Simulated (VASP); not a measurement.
Method: PBE GGA, VASP's PBE PAW potentials (set 64) (plane waves; VASP).

A VASP calculation is set up with these files.

### KPOINTS
```
K-points
0
G
7 7 7
0 0 0
```

**INCAR**
```
! general
SYSTEM   = BaTiO3
PREC     = Accurate
ENCUT    = 520
LREAL    = .FALSE.
LASPH    = .TRUE.

! electronic loop
EDIFF    = 1E-8
NELM     = 100
ALGO     = Normal
LMAXMIX  = 4

! smearing
ISMEAR   = 0
SIGMA    = 0.01

! functional
GGA      = PE

! ions
IBRION   = 8
NSW      = 1

! output
LWAVE    = .FALSE.
LCHARG   = .FALSE.

! other
LEPSILON = .TRUE.
```

**POSCAR**
```
BaTiO3
1
    4.0337536518     0.0000000000     0.0000000000
    0.0000000000     4.0337536518     0.0000000000
    0.0000000000     0.0000000000     4.0337536518
Ba Ti O
1 1 3
Direct
  0.0000000000   0.0000000000   0.0000000000
  0.5000000000   0.5000000000   0.5000000000
  0.5000000000   0.0000000000   0.5000000000
  0.0000000000   0.5000000000   0.5000000000
  0.5000000000   0.5000000000   0.0000000000
```

POTCAR, in this order: Ba_sv Ti_sv O (PBE.64 set). Program: vasp_std.

What VASP printed:

**OUTCAR**
```
 ion  position               nearest neighbor table
   1  0.000  0.000  0.000-   3 2.85   4 2.85   5 2.85   3 2.85   4 2.85   4 2.85   5 2.85   4 2.85
                             3 2.85   5 2.85   3 2.85   5 2.85   2 3.49   2 3.49   2 3.49   2 3.49
   2  0.500  0.500  0.500-   3 2.02   4 2.02   5 2.02   5 2.02   3 2.02   4 2.02   1 3.49   1 3.49
                             1 3.49   1 3.49   1 3.49   1 3.49   1 3.49   1 3.49
   3  0.500  0.000  0.500-   2 2.02   2 2.02   1 2.85   1 2.85   1 2.85   1 2.85
   4  0.000  0.500  0.500-   2 2.02   2 2.02   1 2.85   1 2.85   1 2.85   1 2.85
   5  0.500  0.500  0.000-   2 2.02   2 2.02   1 2.85   1 2.85   1 2.85   1 2.85
  LATTYP: Found a simple cubic cell.
 ALAT       =     4.0337536518
 Subroutine PRICEL returns:
 Original cell was already a primitive cell.
 Subroutine GETGRP returns: Found 48 space group operations
The static configuration has the point symmetry O_h .
The dynamic configuration has the point symmetry O_h .
 Subroutine INISYM returns: Found 48 space group operations
 Subroutine IBZKPT returns following result:
 Found     20 irreducible k-points:

 Following reciprocal coordinates:
            Coordinates               Weight
  0.000000  0.000000  0.000000      1.000000
  0.142857  0.000000  0.000000      6.000000
  0.285714  0.000000  0.000000      6.000000
  0.428571  0.000000  0.000000      6.000000
...
```

OSZICAR:
```
...
       N       E                     dE             d eps       ncg     rms          rms(c)
RMM:   1    -0.814906555344E+00   -0.81491E+00    0.25419E+00  2080   0.990E+01
RMM:   2    -0.791692795972E+00    0.23214E-01   -0.16550E-01  3180   0.274E+00    0.246E-01
RMM:   3    -0.789079315283E+00    0.26135E-02   -0.33653E-02  3802   0.739E-01    0.117E-01
RMM:   4    -0.788989199165E+00    0.90116E-04   -0.11573E-02  4134   0.346E-01    0.320E-02
RMM:   5    -0.789517152759E+00   -0.52795E-03   -0.12506E-03  4322   0.126E-01    0.142E-02
RMM:   6    -0.789928570867E+00   -0.41142E-03   -0.17960E-04  4193   0.533E-02    0.582E-03
RMM:   7    -0.790083098329E+00   -0.15453E-03   -0.66221E-05  4229   0.290E-02    0.162E-03
RMM:   8    -0.790130775374E+00   -0.47677E-04   -0.41209E-05  4368   0.171E-02    0.587E-04
RMM:   9    -0.790133937038E+00   -0.31617E-05   -0.27914E-05  4446   0.108E-02    0.429E-04
RMM:  10    -0.790138766106E+00   -0.48291E-05   -0.25120E-05  4432   0.737E-03    0.164E-04
RMM:  11    -0.790140543356E+00   -0.17772E-05   -0.23373E-05  4567   0.528E-03    0.123E-04
RMM:  12    -0.790140707048E+00   -0.16369E-06   -0.19407E-05  4382   0.404E-03    0.440E-05
RMM:  13    -0.790141284143E+00   -0.57710E-06   -0.18027E-05  4551   0.320E-03    0.187E-05
RMM:  14    -0.790141531018E+00   -0.24687E-06   -0.16542E-05  4754   0.262E-03    0.469E-05
RMM:  15    -0.790142216053E+00   -0.68503E-06   -0.15593E-05  4026   0.228E-03    0.136E-05
RMM:  16    -0.790141673929E+00    0.54212E-06   -0.14250E-05  4176   0.198E-03    0.608E-05
RMM:  17    -0.790141726994E+00   -0.53065E-07   -0.13817E-05  4232   0.175E-03    0.105E-04
RMM:  18    -0.790142072682E+00   -0.34569E-06   -0.13171E-05  3963   0.161E-03    0.606E-05
RMM:  19    -0.790142132719E+00   -0.60037E-07   -0.13085E-05  4482   0.143E-03    0.660E-05
RMM:  20    -0.790142170122E+00   -0.37403E-07   -0.12048E-05  4387   0.131E-03    0.830E-05
RMM:  21    -0.790142262156E+00   -0.92034E-07   -0.12326E-05  4060   0.123E-03    0.667E-05
RMM:  22    -0.790142334494E+00   -0.72338E-07   -0.11949E-05  4214   0.113E-03    0.712E-05
 Linear response progress:
  Degree of freedom:   3/  4
       N       E                     dE             d eps       ncg     rms          rms(c)
RMM:   1    -0.373515995401E+00   -0.37352E+00    0.23606E-01  6000   0.298E+00
RMM:   2    -0.367082064922E+00    0.64339E-02   -0.19720E-02  5620   0.515E-01    0.104E-01
RMM:   3    -0.368770606855E+00   -0.16885E-02   -0.33717E-03  5877   0.201E-01    0.527E-02
RMM:   4    -0.370390489808E+00   -0.16199E-02   -0.10027E-03  5688   0.133E-01    0.177E-02
RMM:   5    -0.370557411995E+00   -0.16692E-03   -0.30196E-04  6741   0.540E-02    0.563E-03
RMM:   6    -0.370571626152E+00   -0.14214E-04   -0.11153E-04  6895   0.276E-02    0.245E-03
RMM:   7    -0.370566208733E+00    0.54174E-05   -0.61733E-05  6859   0.166E-02    0.150E-03
RMM:   8    -0.370565097845E+00    0.11109E-05   -0.66125E-05  6679   0.112E-02    0.550E-04
RMM:   9    -0.370567024321E+00   -0.19265E-05   -0.24856E-05  7072   0.731E-03    0.316E-04
RMM:  10    -0.370569713549E+00   -0.26892E-05   -0.32784E-05  6876   0.507E-03    0.105E-04
RMM:  11    -0.370570709357E+00   -0.99581E-06   -0.13179E-05  7313   0.359E-03    0.876E-05
RMM:  12    -0.370572252162E+00   -0.15428E-05   -0.12797E-05  6749   0.274E-03    0.375E-05
RMM:  13    -0.370572273309E+00   -0.21147E-07   -0.81934E-06  7144   0.205E-03    0.253E-05
RMM:  14    -0.370572883643E+00   -0.61033E-06   -0.78062E-06  7011   0.163E-03    0.298E-05
RMM:  15    -0.370573280231E+00   -0.39659E-06   -0.61209E-06  6689   0.128E-03    0.144E-05
RMM:  16    -0.370573238280E+00    0.41950E-07   -0.52057E-06  6734   0.106E-03    0.424E-05
RMM:  17    -0.370572640417E+00    0.59786E-06   -0.48980E-06  6390   0.925E-04    0.135E-04
RMM:  18    -0.370573472134E+00   -0.83172E-06   -0.38784E-06  6439   0.820E-04    0.513E-05
RMM:  19    -0.370573463130E+00    0.90038E-08   -0.32165E-06  6977   0.642E-04    0.634E-05
RMM:  20    -0.370573535653E+00   -0.72523E-07   -0.30413E-06  6844   0.555E-04    0.664E-05
RMM:  21    -0.370573545152E+00   -0.94989E-08   -0.28829E-06  6579   0.486E-04    0.732E-05
RMM:  22    -0.370573718177E+00   -0.17303E-06   -0.26646E-06  6777   0.449E-04    0.574E-05
RMM:  23    -0.370573789214E+00   -0.71037E-07   -0.24407E-06  6615   0.391E-04    0.529E-05
RMM:  24    -0.370573990595E+00   -0.20138E-06   -0.20969E-06  7263   0.371E-04    0.336E-05
RMM:  25    -0.370574154045E+00   -0.16345E-06   -0.20413E-06  7176   0.338E-04    0.153E-05
RMM:  26    -0.370574206378E+00   -0.52334E-07   -0.18285E-06  6494   0.299E-04    0.125E-05
RMM:  27    -0.370574239839E+00   -0.33461E-07   -0.17614E-06  6413   0.274E-04    0.106E-05
RMM:  28    -0.370574257015E+00   -0.17176E-07   -0.15709E-06  6052   0.254E-04    0.132E-05
RMM:  29    -0.370574392329E+00   -0.13531E-06   -0.15507E-06  8076   0.257E-04    0.493E-06
RMM:  30    -0.370574384650E+00    0.76796E-08   -0.13332E-06  5991   0.224E-04    0.344E-06
RMM:  31    -0.370574367326E+00    0.17324E-07   -0.13387E-06  5535   0.211E-04    0.599E-06
RMM:  32    -0.370574373162E+00   -0.58358E-08   -0.11320E-06  3743   0.198E-04    0.770E-06
RMM:  33    -0.370574342748E+00    0.30413E-07   -0.11669E-06  5998   0.192E-04    0.139E-05
RMM:  34    -0.370574341986E+00    0.76224E-09   -0.95935E-07  3684   0.179E-04    0.162E-05
RMM:  35    -0.370574340734E+00    0.12523E-08   -0.10161E-06  1975   0.170E-04    0.192E-05
RMM:  36    -0.370574351821E+00   -0.11088E-07   -0.80853E-07  4030   0.162E-04    0.193E-05
RMM:  37    -0.370574350428E+00    0.13930E-08   -0.88498E-07  2076   0.154E-04    0.218E-05
RMM:  38    -0.370574351919E+00   -0.14904E-08   -0.68453E-07  2183   0.146E-04    0.229E-05
 Linear response progress:
  Degree of freedom:   4/  4
       N       E                     dE             d eps       ncg     rms          rms(c)
RMM:   1    -0.378451864184E+00   -0.37845E+00    0.26808E-01  3961   0.334E+00
RMM:   2    -0.370513958715E+00    0.79379E-02   -0.20206E-02  3430   0.781E-01    0.163E-01
RMM:   3    -0.373004014438E+00   -0.24901E-02   -0.70327E-03  3532   0.336E-01    0.886E-02
RMM:   4    -0.375075074042E+00   -0.20711E-02   -0.24213E-03  3666   0.220E-01    0.314E-02
RMM:   5    -0.375476094442E+00   -0.40102E-03   -0.45932E-04  4276   0.862E-02    0.940E-03
RMM:   6    -0.375490453315E+00   -0.14359E-04   -0.10535E-04  4335   0.359E-02    0.592E-03
RMM:   7    -0.375478741027E+00    0.11712E-04   -0.27017E-05  4146   0.181E-02    0.218E-03
RMM:   8    -0.375460540027E+00    0.18201E-04   -0.29202E-05  4080   0.981E-03    0.454E-04
RMM:   9    -0.375461148055E+00   -0.60803E-06   -0.36186E-05  4515   0.486E-03    0.388E-04
RMM:  10    -0.375461644443E+00   -0.49639E-06   -0.18984E-05  4170   0.268E-03    0.148E-04
RMM:  11    -0.375460857078E+00    0.78736E-06   -0.16560E-05  4441   0.143E-03    0.701E-05
RMM:  12    -0.375460562795E+00    0.29428E-06   -0.74127E-06  4463   0.786E-04    0.590E-05
RMM:  13    -0.375460443345E+00    0.11945E-06   -0.55733E-06  4404   0.447E-04    0.123E-05
RMM:  14    -0.375460379612E+00    0.63733E-07   -0.29924E-06  4641   0.255E-04    0.186E-05
RMM:  15    -0.375460414178E+00   -0.34566E-07   -0.18879E-06  4378   0.150E-04    0.686E-06
RMM:  16    -0.375460398701E+00    0.15477E-07   -0.11243E-06  4647   0.870E-05    0.706E-06
RMM:  17    -0.375460427091E+00   -0.28390E-07   -0.70050E-07  4221   0.540E-05    0.140E-06
RMM:  18    -0.375460421942E+00    0.51494E-08   -0.44736E-07  4464   0.324E-05    0.301E-06
RMM:  19    -0.375460422900E+00   -0.95800E-09   -0.25182E-07  3977   0.205E-05    0.952E-07
RMM:  20    -0.375460429725E+00   -0.68256E-08   -0.19034E-07  4071   0.138E-05    0.175E-06
RMM:  21    -0.375460429234E+00    0.49158E-09   -0.12084E-07  3748   0.939E-06    0.539E-07
RMM:  22    -0.375460431007E+00   -0.17736E-08   -0.67138E-08  3212   0.618E-06    0.243E-07
 Linear response finished
```

File OUTCAR:
```
------------------------ aborting loop because EDIFF is reached ----------------------------------------

 HEAD OF MICROSCOPIC STATIC DIELECTRIC TENSOR (INDEPENDENT PARTICLE, excluding Hartree and local field effects)
 ------------------------------------------------------
           6.950358     0.000000     0.000000
           0.000000     6.950358     0.000000
           0.000000     0.000000     6.950358
 ------------------------------------------------------

 MACROSCOPIC STATIC DIELECTRIC TENSOR (including local field effects in DFT)
 ------------------------------------------------------
           6.803498     0.000000    -0.000000
          -0.000000     6.803498    -0.000000
           0.000000     0.000000     6.803498
 ------------------------------------------------------

 PIEZOELECTRIC TENSOR (including local field effects)  for field in x, y, z        (e  Angst)
          XX          YY          ZZ          XY          YZ          ZX
  --------------------------------------------------------------------------------
  x     0.00000     0.00000     0.00000     0.00000     0.00000     0.00000
  y     0.00000     0.00000     0.00000     0.00000     0.00000     0.00000
  z     0.00000     0.00000     0.00000     0.00000     0.00000     0.00000

 PIEZOELECTRIC TENSOR (including local field effects)  for field in x, y, z        (C/m^2)
          XX          YY          ZZ          XY          YZ          ZX
  --------------------------------------------------------------------------------
  x     0.00000     0.00000     0.00000     0.00000     0.00000     0.00000
  y     0.00000     0.00000     0.00000     0.00000     0.00000     0.00000
  z     0.00000     0.00000     0.00000     0.00000     0.00000     0.00000

 BORN EFFECTIVE CHARGES (including local field effects) (in |e|, cummulative output)
 ---------------------------------------------------------------------------------
 ion    1
    1     2.73191    -0.00000     0.00000
    2     0.00000     2.73191    -0.00000
    3    -0.00000    -0.00000     2.73191
 ion    2
    1     7.46923    -0.00000    -0.00000
    2    -0.00000     7.46923    -0.00000
    3     0.00000    -0.00000     7.46923
 ion    3
    1    -2.13253     0.00000     0.00000
    2    -0.00000    -5.93607     0.00000
    3    -0.00000     0.00000    -2.13253
 ion    4
    1    -5.93607    -0.00000     0.00000
    2    -0.00000    -2.13253    -0.00000
    3     0.00000    -0.00000    -2.13253
 ion    5
    1    -2.13253     0.00000     0.00000
    2    -0.00000    -2.13253    -0.00000
    3    -0.00000    -0.00000    -5.93607

   1 f  =   13.535563 THz    85.046449 2PiTHz  451.497772 cm-1    55.978564 meV
             X         Y         Z           dx          dy          dz
      0.000000  0.000000  0.000000    -0.013523    0.000495   -0.000016
      2.016877  2.016877  2.016877     0.226872   -0.008312    0.000271
      2.016877  0.000000  2.016877    -0.506575   -0.024130   -0.000605
      0.000000  2.016877  2.016877     0.658610    0.018559   -0.000605
      2.016877  2.016877  0.000000    -0.506575    0.018559    0.000786

   2 f  =   13.535563 THz    85.046449 2PiTHz  451.497772 cm-1    55.978564 meV
             X         Y         Z           dx          dy          dz
      0.000000  0.000000  0.000000    -0.000495   -0.013491    0.000929
      2.016877  2.016877  2.016877     0.008311    0.226336   -0.015591
      2.016877  0.000000  2.016877    -0.018557    0.657053    0.034812
      0.000000  2.016877  2.016877     0.024127   -0.505378    0.034812
      2.016877  2.016877  0.000000    -0.018557   -0.505378   -0.045260

   3 f  =   13.535563 THz    85.046449 2PiTHz  451.497772 cm-1    55.978564 meV
             X         Y         Z           dx          dy          dz
      0.000000  0.000000  0.000000     0.000018    0.000929    0.013500
      2.016877  2.016877  2.016877    -0.000301   -0.015590   -0.226488
      2.016877  0.000000  2.016877     0.000671   -0.045258    0.505719
      0.000000  2.016877  2.016877    -0.000873    0.034811    0.505719
      2.016877  2.016877  0.000000     0.000671    0.034811   -0.657496

   4 f  =    8.548166 THz    53.709708 2PiTHz  285.136109 cm-1    35.352356 meV
             X         Y         Z           dx          dy          dz
      0.000000  0.000000  0.000000     0.000000   -0.000000   -0.000000
      2.016877  2.016877  2.016877     0.000000   -0.000000   -0.000000
      2.016877  0.000000  2.016877     0.228604   -0.000000   -0.108364
      0.000000  2.016877  2.016877    -0.000000   -0.660301    0.108364
      2.016877  2.016877  0.000000    -0.228604    0.660301   -0.000000

   5 f  =    8.548166 THz    53.709708 2PiTHz  285.136109 cm-1    35.352356 meV
             X         Y         Z           dx          dy          dz
      0.000000  0.000000  0.000000     0.000000    0.000000    0.000000
      2.016877  2.016877  2.016877    -0.000000    0.000000   -0.000000
      2.016877  0.000000  2.016877    -0.598665    0.000000   -0.344814
      0.000000  2.016877  2.016877    -0.000000   -0.150676    0.344814
      2.016877  2.016877  0.000000     0.598665    0.150676   -0.000000

   6 f  =    8.548166 THz    53.709708 2PiTHz  285.136109 cm-1    35.352356 meV
             X         Y         Z           dx          dy          dz
      0.000000  0.000000  0.000000    -0.000000   -0.000000    0.000000
      2.016877  2.016877  2.016877     0.000000   -0.000000   -0.000000
      2.016877  0.000000  2.016877     0.298898    0.000000   -0.607751
      0.000000  2.016877  2.016877     0.000000    0.203222    0.607751
      2.016877  2.016877  0.000000    -0.298898   -0.203222    0.000000

   7 f  =    5.069676 THz    31.853713 2PiTHz  169.106186 cm-1    20.966485 meV
             X         Y         Z           dx          dy          dz
      0.000000  0.000000  0.000000    -0.253764    0.589739   -0.000391
      2.016877  2.016877  2.016877     0.215073   -0.499822    0.000331
      2.016877  0.000000  2.016877     0.126823   -0.269110    0.000195
      0.000000  2.016877  2.016877     0.115798   -0.294733    0.000195
      2.016877  2.016877  0.000000     0.126823   -0.294733    0.000178

   8 f  =    5.069676 THz    31.853713 2PiTHz  169.106186 cm-1    20.966485 meV
...
```
(Selected blocks of OUTCAR.)

The dielectric response may not be converged in the k-mesh; for small gaps it tends to come out too large.

The compound is BaTiO3 in the cubic perovskite structure, the ideal cubic form; the compound distorts at low or room temperature. It was relaxed first.
